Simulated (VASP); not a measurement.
Crystal: Na3AlO3.

```
Na Al O
1.0
     2.94308   -6.38980    0.00000
     2.94308    6.38980    0.00000
    -1.41556    0.00000    5.33918
Na Al O
6 2 6
Direct
  0.75981 0.24019 0.50000
  0.24019 0.75981 0.50000
  0.23357 0.23357 0.47075
  0.76643 0.76643 0.52924
  0.66678 0.33322 0.00000
  0.33322 0.66678 0.00000
  0.09974 0.90026 0.00000
  0.90026 0.09974 0.00000
  0.95992 0.62654 0.76605
  0.37346 0.04008 0.23395
  0.85677 0.85677 0.15123
  0.62654 0.95992 0.76605
  0.04008 0.37346 0.23395
  0.14323 0.14323 0.84877
```

The cell was built by a generator and needn't be a form met in nature.

Base run:

```yaml
Program: VASP 6.6.1
Functional: PBE
Potentials_or_basis: VASP PAW PBE potentials, release 64 (Na_pv, Al, O)
Cutoff: 520 eV
k_mesh: 6 × 6 × 6
Occupations: gaussian, width 0.03 eV
Spin: no spin polarisation
```

Its results: band gap on the k mesh 2.51 eV, indirect (least direct gap 2.54 eV); pressure 0.0 GPa; largest force 0.005 eV/Å.

Q: The run is repeated on the same cell with these changes: functional from PBE to PBEsol. What comes out?

A: Band gap on the k mesh 2.46 eV, indirect (least direct gap 2.49 eV); pressure -1.8 GPa; largest force 0.173 eV/Å.

PBEsol binds more tightly than PBE, so the same cell stands under less pressure.

Caveats: the PAW data sets were made with another functional, which shifts forces and pressure a little (some runs).

Not every run made on this cell is shown here.
